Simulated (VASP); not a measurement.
Calculation: PBEsol GGA, VASP's PBE PAW potentials (set 64) (plane waves; VASP).

Input for VASP

File KPOINTS:
```
Automatic mesh
0
Gamma
7 7 13
0 0 0
```

**POSCAR**
```
MoV3
1
   -2.9995737742     2.8980727337     2.9995737742
    2.8980727337    -2.9995737742     2.9995737742
    1.5505374074     1.5505374074    -1.5505374074
V Mo
3 1
Direct
  0.0000000000   0.0000000000   0.0000000000
  0.0000000000   0.5000000000   0.0000000000
  0.5000000000   0.0000000000   0.0000000000
  0.5000000000   0.5000000000   0.0000000000
```

**INCAR**
```
ALGO  =  Normal
EDIFF  =  1E-6
EDIFFG  =  -0.02
ENCUT  =  400
GGA  =  PS
IBRION  =  2
ISIF  =  3
ISMEAR  =  1
LASPH  =  .True.
LCHARG  =  .False.
LMAXMIX  =  4
LREAL  =  .False.
LWAVE  =  .False.
NELM  =  100
NSW  =  60
PREC  =  Accurate
SIGMA  =  0.1
SYSTEM  =  MoV3
```

POTCAR, in this order: V_sv Mo_sv (PBE.64 set). Program: vasp_std.

Output of the run:

### OUTCAR
```
 ion  position               nearest neighbor table
   1  0.000  0.000  0.000-   2 2.57   3 2.57   2 2.57   3 2.57   4 2.57   4 2.57   4 3.00   4 3.00
  LATTYP: Found a trigonal (rhomboedric) cell.
 ALAT       =     4.8979123075
 COS(alpha) =    -0.4498913745
 Subroutine PRICEL returns:
 Original cell was already a primitive cell.
 Subroutine GETGRP returns: Found 12 space group operations
The static configuration has the point symmetry C_2h.
 The point group associated with its full space group is D_3d.
The dynamic configuration has the point symmetry C_2h.
 Subroutine INISYM returns: Found 12 space group operations
 Subroutine IBZKPT returns following result:
 Found    176 irreducible k-points:

 Following reciprocal coordinates:
            Coordinates               Weight
  0.000000  0.000000  0.000000      1.000000
  0.142857  0.000000  0.000000      6.000000
  0.285714  0.000000  0.000000      6.000000
  0.428571  0.000000  0.000000      6.000000
  0.142857  0.142857  0.000000      6.000000
  0.285714  0.142857  0.000000     12.000000
  0.428571  0.142857 -0.000000      6.000000
  0.285714  0.285714  0.000000      6.000000
  0.000000  0.000000  0.076923      2.000000
  0.142857  0.000000  0.076923      4.000000
  0.285714  0.000000  0.076923      4.000000
  0.428571  0.000000  0.076923      4.000000
 -0.428571  0.000000  0.076923      4.000000
 -0.285714  0.000000  0.076923      4.000000
 -0.142857  0.000000  0.076923      4.000000
  0.142857  0.142857  0.076923      2.000000
  0.285714  0.142857  0.076923      4.000000
  0.428571  0.142857  0.076923      4.000000
 -0.428571  0.142857  0.076923      4.000000
 -0.285714  0.142857  0.076923      4.000000
 -0.142857  0.142857  0.076923      4.000000
  0.285714  0.285714  0.076923      2.000000
  0.428571  0.285714  0.076923      4.000000
...
```

File OSZICAR:
```
       N       E                     dE             d eps       ncg     rms          rms(c)
DAV:   1     0.675652285686E+03    0.67565E+03   -0.27097E+04 10952   0.163E+03
DAV:   2    -0.557471115654E+01   -0.68123E+03   -0.67300E+03 11003   0.587E+02
DAV:   3    -0.454526481899E+02   -0.39878E+02   -0.38687E+02 14988   0.137E+02
DAV:   4    -0.464818148055E+02   -0.10292E+01   -0.10163E+01 13345   0.208E+01
DAV:   5    -0.465036423347E+02   -0.21828E-01   -0.21793E-01 13154   0.297E+00    0.390E+01
DAV:   6    -0.433921961368E+02    0.31114E+01   -0.52755E+01 14714   0.562E+01    0.135E+01
DAV:   7    -0.419201367635E+02    0.14721E+01   -0.43650E+01 14560   0.295E+01    0.982E+00
DAV:   8    -0.409382509570E+02    0.98189E+00   -0.91220E+00 14590   0.168E+01    0.210E+00
DAV:   9    -0.409244135760E+02    0.13837E-01   -0.25478E-01 13309   0.294E+00    0.889E-01
DAV:  10    -0.409233234156E+02    0.10902E-02   -0.29438E-02 14408   0.107E+00    0.586E-01
DAV:  11    -0.409219141318E+02    0.14093E-02   -0.17931E-02 14384   0.674E-01    0.117E-01
DAV:  12    -0.409217161615E+02    0.19797E-03   -0.18054E-03 13960   0.220E-01    0.253E-02
DAV:  13    -0.409217130444E+02    0.31171E-05   -0.49924E-05 13581   0.447E-02    0.958E-03
DAV:  14    -0.409217124989E+02    0.54554E-06   -0.31181E-06 10491   0.973E-03
   1 F= -.40921712E+02 E0= -.40922293E+02  d E =-.409217E+02
       N       E                     dE             d eps       ncg     rms          rms(c)
DAV:   1    -0.409359266753E+02   -0.14214E-01   -0.38662E-01 11060   0.682E+00    0.129E+00
DAV:   2    -0.409245343150E+02    0.11392E-01   -0.81378E-02 12657   0.249E+00    0.399E-01
DAV:   3    -0.409236578133E+02    0.87650E-03   -0.39330E-02 14395   0.102E+00    0.391E-01
DAV:   4    -0.409218527718E+02    0.18050E-02   -0.11844E-02 14514   0.601E-01    0.142E-01
DAV:   5    -0.409217866738E+02    0.66098E-04   -0.47689E-04 13571   0.171E-01    0.434E-02
DAV:   6    -0.409217851136E+02    0.15602E-05   -0.31244E-05 14653   0.477E-02    0.132E-02
DAV:   7    -0.409217850799E+02    0.33626E-07   -0.19910E-06  9297   0.117E-02
   2 F= -.40921785E+02 E0= -.40922297E+02  d E =-.725811E-04
       N       E                     dE             d eps       ncg     rms          rms(c)
DAV:   1    -0.409248061895E+02   -0.30211E-02   -0.79250E-02 11088   0.309E+00    0.582E-01
DAV:   2    -0.409225142729E+02    0.22919E-02   -0.17195E-02 12629   0.113E+00    0.186E-01
DAV:   3    -0.409223054007E+02    0.20887E-03   -0.85372E-03 14442   0.477E-01    0.177E-01
DAV:   4    -0.409219234032E+02    0.38200E-03   -0.24286E-03 14487   0.274E-01    0.637E-02
DAV:   5    -0.409219068772E+02    0.16526E-04   -0.94104E-05 13500   0.768E-02    0.182E-02
DAV:   6    -0.409219060821E+02    0.79503E-06   -0.66975E-06 12281   0.221E-02
   3 F= -.40921906E+02 E0= -.40922450E+02  d E =-.193583E-03
```

### OUTCAR
```
------------------------ aborting loop because EDIFF is reached ----------------------------------------
  FORCE on cell =-STRESS in cart. coord.  units (eV):
  Direction    XX          YY          ZZ          XY          YZ          ZX
  --------------------------------------------------------------------------------------
  Total        0.0611016      0.0611016      0.0611016     -0.0542735      0.0542735      0.0542735
  in kB        1.8189867      1.8189867      1.8189867     -1.6157147      1.6157147      1.6157147
  external PRESSURE =       1.8189867 kB  Pullay stress =       0.0000000 kB
  volume of cell :       53.82
      direct lattice vectors                 reciprocal lattice vectors
    -2.997444444  2.898681816  2.997444444     0.000000000  0.169602881  0.169602881
     2.898681816 -2.997444444  2.997444444     0.169602881  0.000000000  0.169602881
     1.548103536  1.548103536 -1.548103536     0.328385797  0.328385797  0.010819965
 POSITION                                       TOTAL-FORCE (eV/Angst)
 -----------------------------------------------------------------------------------
      0.00000      0.00000     -0.00000        -0.000000      0.000000     -0.000000
      1.44934     -1.49872      1.49872        -0.000000     -0.000000     -0.000000
     -1.49872      1.44934      1.49872         0.000000      0.000000     -0.000000
     -0.04938     -0.04938      2.99744        -0.000000     -0.000000      0.000000
 -----------------------------------------------------------------------------------
    total drift:                               -0.000000     -0.000000      0.000000
  FREE ENERGIE OF THE ION-ELECTRON SYSTEM (eV)
  ---------------------------------------------------
  free  energy   TOTEN  =       -40.9219060821 eV

  energy  without entropy=      -40.9235386145  energy(sigma->0) =      -40.92245026

 reached required accuracy - stopping structural energy minimisation
```
(Selected blocks of OUTCAR.)

CONTCAR:
```
MoV3
   1.00000000000000
    -2.9974444435872192    2.8986818159074428    2.9974444435872329
     2.8986818159074428   -2.9974444435872192    2.9974444435872329
     1.5481035356834065    1.5481035356834065   -1.5481035356834270
  V               Mo
     3     1
Direct
     0.0000000000000000    0.0000000000000000    0.0000000000000000
     0.0000000000000000    0.5000000000000000    0.0000000000000000
     0.5000000000000000    0.0000000000000000    0.0000000000000000
     0.5000000000000000    0.5000000000000000    0.0000000000000000
```

The structure was generated: MoV3 was put into an ordered model structure (R-3m), which need not be its known phase. This run relaxes it. Symmetry was kept, so distortions that lower it aren't found. The start is the result of an earlier pass. The run is not spin-polarised, so no magnetic state was tried. The electron count is odd and the run is not spin-polarised, which forces a metal.
